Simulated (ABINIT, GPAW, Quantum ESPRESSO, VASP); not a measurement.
# AlRu (P1, 2 atoms in the cell) computed with different codes at matched settings

Self-consistent single point.

```
AlRu
1.0
    2.99000     0.00000     0.00000
    0.00000     2.99000     0.00000
    0.00000     0.00000     2.99000
Al Ru
1 1
Cartesian
  1.48764   1.47125   1.47881
  0.00736   0.02375   0.01619
```

Shared settings, as Quantum ESPRESSO writes them: occupations = smearing; smearing = gauss; degauss = 0.0036749 Ry; K_POINTS = automatic 7 7 7 0 0 0. Potentials and cutoffs stand in the table.

```json
[
 {"code": "VASP", "model": "PBEsol, VASP's PBE PAW potentials (set 64)", "pressure (GPa)": "-3.04", "largest force (eV/Å)": "0.457", "cutoff": "300 eV"},
 {"code": "Quantum ESPRESSO", "model": "PBEsol, SSSP 1.1.2 efficiency (PBE) pseudopotentials", "pressure (GPa)": "-2.97", "largest force (eV/Å)": "0.453", "cutoff": "60 Ry"},
 {"code": "GPAW", "model": "PBEsol, GPAW PAW datasets PBEsol (made by gpaw-setup)", "pressure (GPa)": "-1.96", "largest force (eV/Å)": "0.460", "cutoff": "600 eV"},
 {"code": "ABINIT", "model": "PBEsol, PAW (JTH v2.0 PBE PAW, files made for PBE)", "pressure (GPa)": "-2.06", "largest force (eV/Å)": "0.457", "cutoff": "21 Ha"}
]
```

On VASP's run: spin polarisation is off.

The spread over the programs that give each value: pressure within 1.08 GPa; largest force within 0.007 eV/Å.

VASP's run is marked for a possible Pulay error in its stress at this cutoff; no cutoff test was made.

The starting cell has typed, rounded lattice constants, without a prior relaxation at this level. Its atoms were displaced at random from the sites of space group no. 221.

Left out of this page: Ansatz, CP2K, Elk, FLEUR and SIESTA (not drawn, or without a comparable value).
